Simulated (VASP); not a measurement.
Calculation: optB86b-vdW, VASP's PBE PAW potentials (set 64) (plane waves; VASP 6.6.1).

The input files of a VASP run:

KPOINTS:
```
Regular mesh
0
gamma
  10 10 3
```

### POSCAR
```
La
1.0
  1.8138813928  -3.1417349416   0.0000000000
  1.8138813928   3.1417349416   0.0000000000
  0.0000000000   0.0000000000  11.5985448998
La
4
Cart
  3.6277627856   0.0000000000   5.7992724499
  3.6277627856   0.0000000000  11.5985448998
  1.8138813928   1.0472470750   2.8996362250
  1.8138813928  -1.0472470750   8.6989086748
```

**INCAR**
```
SYSTEM = La
PREC = Accurate
ENCUT = 520
EDIFF = 1E-7
NELM = 100
ALGO = Normal
LREAL = .FALSE.
LASPH = .TRUE.
ISMEAR = 1
SIGMA = 0.1
GGA = MK
PARAM1 = 0.1234
PARAM2 = 1.0
LUSE_VDW = .TRUE.
AGGAC = 0.0
LMAXMIX = 6
LWAVE = .FALSE.
LCHARG = .FALSE.
ISIF = 4
IBRION = 2
NSW = 30
EDIFFG = -0.01
```

POTCAR, in this order: La (PBE.64 set). Program: vasp_std.

The run wrote:

File OSZICAR:
```
       N       E                     dE             d eps       ncg     rms          rms(c)
DAV:   1     0.574726763703E+03    0.57473E+03   -0.14976E+04  1472   0.238E+03
DAV:   2     0.126045860592E+03   -0.44868E+03   -0.44306E+03  2192   0.464E+02
DAV:   3     0.615150319407E+01   -0.11989E+03   -0.11892E+03  2696   0.284E+02
DAV:   4    -0.867126438378E+01   -0.14823E+02   -0.14594E+02  2688   0.103E+02
DAV:   5    -0.106935851577E+02   -0.20223E+01   -0.19814E+01  2840   0.333E+01    0.588E+00
DAV:   6    -0.108980103935E+02   -0.20443E+00   -0.24176E+00  2800   0.117E+01    0.305E+00
DAV:   7    -0.109426722128E+02   -0.44662E-01   -0.41109E-01  2768   0.491E+00    0.770E-01
DAV:   8    -0.109568168529E+02   -0.14145E-01   -0.65199E-02  2864   0.182E+00    0.392E-01
DAV:   9    -0.109612077189E+02   -0.43909E-02   -0.11264E-02  2720   0.713E-01    0.288E-01
DAV:  10    -0.109637303404E+02   -0.25226E-02   -0.49431E-03  2272   0.723E-01    0.141E-01
DAV:  11    -0.109634198161E+02    0.31052E-03   -0.14240E-03  2664   0.393E-01    0.158E-02
DAV:  12    -0.109634331657E+02   -0.13350E-04   -0.22974E-04  2816   0.105E-01    0.170E-02
DAV:  13    -0.109634340101E+02   -0.84432E-06   -0.26243E-05  2744   0.442E-02    0.117E-02
DAV:  14    -0.109634333967E+02    0.61332E-06   -0.44099E-06  2464   0.217E-02    0.264E-03
DAV:  15    -0.109634333211E+02    0.75682E-07   -0.18244E-07  1696   0.841E-03
   1 F= -.10963433E+02 E0= -.10962684E+02  d E =-.109634E+02
       N       E                     dE             d eps       ncg     rms          rms(c)
DAV:   1    -0.109643864745E+02   -0.95308E-03   -0.72670E-02  2198   0.496E+00    0.131E-01
DAV:   2    -0.109638506794E+02    0.53580E-03   -0.24171E-03  2528   0.579E-01    0.702E-02
DAV:   3    -0.109636486759E+02    0.20200E-03   -0.11110E-03  2616   0.351E-01    0.183E-02
DAV:   4    -0.109636493779E+02   -0.70205E-06   -0.67269E-05  2528   0.757E-02    0.116E-02
DAV:   5    -0.109636497478E+02   -0.36984E-06   -0.53613E-06  2688   0.207E-02    0.656E-03
DAV:   6    -0.109636500880E+02   -0.34026E-06   -0.13569E-06  2040   0.974E-03    0.678E-04
DAV:   7    -0.109636501072E+02   -0.19104E-07   -0.16401E-07  1208   0.698E-03
   2 F= -.10963650E+02 E0= -.10962932E+02  d E =-.216786E-03
       N       E                     dE             d eps       ncg     rms          rms(c)
DAV:   1    -0.109646531966E+02   -0.10031E-02   -0.88710E-02  2114   0.549E+00    0.144E-01
DAV:   2    -0.109640105249E+02    0.64267E-03   -0.30164E-03  2528   0.641E-01    0.778E-02
DAV:   3    -0.109637627233E+02    0.24780E-03   -0.13592E-03  2616   0.390E-01    0.204E-02
DAV:   4    -0.109637633656E+02   -0.64227E-06   -0.79897E-05  2536   0.835E-02    0.128E-02
DAV:   5    -0.109637639013E+02   -0.53568E-06   -0.63743E-06  2712   0.223E-02    0.692E-03
DAV:   6    -0.109637642461E+02   -0.34475E-06   -0.18434E-06  2240   0.109E-02    0.777E-04
DAV:   7    -0.109637642704E+02   -0.24312E-07   -0.16769E-07  1240   0.521E-03
   3 F= -.10963764E+02 E0= -.10963098E+02  d E =-.330949E-03
```

OUTCAR:
```
------------------------ aborting loop because EDIFF is reached ----------------------------------------
  FORCE on cell =-STRESS in cart. coord.  units (eV):
  Direction    XX          YY          ZZ          XY          YZ          ZX
  --------------------------------------------------------------------------------------
  Total        1.6698923      1.6698926      1.6410131      0.0000000      0.0000000      0.0000000
  in kB       20.2389103     20.2389132     19.8888973      0.0000000      0.0000000      0.0000000
  external PRESSURE =      20.1222403 kB  Pullay stress =       0.0000000 kB
  volume of cell :      132.19
      direct lattice vectors                 reciprocal lattice vectors
     1.816696737 -3.146611280 -0.000000000     0.275224802 -0.158901102  0.000000000
     1.816696737  3.146611280 -0.000000000     0.275224802  0.158901102  0.000000000
     0.000000000  0.000000000 11.562624037     0.000000000  0.000000000  0.086485559
 POSITION                                       TOTAL-FORCE (eV/Angst)
 -----------------------------------------------------------------------------------
      0.00000     -0.00000      5.78131         0.000000      0.000000     -0.000000
      0.00000     -0.00000     -0.00000         0.000000      0.000000     -0.000000
      1.81670      1.04887      2.89066        -0.000000     -0.000000      0.000000
      1.81670     -1.04887      8.67197         0.000000      0.000000     -0.000000
 -----------------------------------------------------------------------------------
    total drift:                                0.000000      0.000000      0.000000
  FREE ENERGIE OF THE ION-ELECTRON SYSTEM (eV)
  ---------------------------------------------------
  free  energy   TOTEN  =       -10.9637642704 eV

  energy  without entropy=      -10.9617640980  energy(sigma->0) =      -10.96309755

 reached required accuracy - stopping structural energy minimisation
```
(Selected blocks of OUTCAR.)

CONTCAR:
```
La
   1.00000000000000
     1.8166967371304690   -3.1466112797291754   -0.0000000000000000
     1.8166967371304690    3.1466112797291754   -0.0000000000000000
     0.0000000000000000    0.0000000000000000   11.5626240371090034
  La
     4
Direct
     0.0000000000000000    0.0000000000000000    0.5000000000000000
     0.0000000000000000    0.0000000000000000    0.0000000000000000
     0.3333330000000032    0.6666669999999968    0.2500000000000000
     0.6666669999999968    0.3333330000000032    0.7500000000000000
```

The compound is La in the dhcp structure. This cell is one point of a volume scan, at 0.94 of the reference volume. Symmetry was kept, so distortions that lower it aren't found.
